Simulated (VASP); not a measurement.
Energy against volume of RuAl (CsCl type). All values below come from MS2 meta-GGA, VASP's PBE PAW potentials (set 64) (plane waves; VASP). Settings: 520 eV cut-off, 12×12×12 Γ-centred mesh, first-order Methfessel-Paxton smearing of 0.10 eV, potentials Al Ru_pv.

```json
[
 {"V (Å³/atom)": "12.871", "E (eV/atom)": "-8.41671"},
 {"V (Å³/atom)": "13.270", "E (eV/atom)": "-8.42460"},
 {"V (Å³/atom)": "13.668", "E (eV/atom)": "-8.41615"},
 {"V (Å³/atom)": "14.066", "E (eV/atom)": "-8.39377"}
]
```

Q: Fit these four points and predict the energy of the run at 12.473 Å³/atom.

A: A cubic in V^(−2/3), the third-order Birch-Murnaghan form, passes through the four points with V0 = 13.25 Å³/atom and B0 = 220 GPa, and gives -8.3898 eV/atom there. The run gave -8.3896 eV/atom, +0.2 meV/atom from the fit; all five points give B0 = 220 GPa.

The compound is RuAl in the CsCl type structure. It was relaxed first.
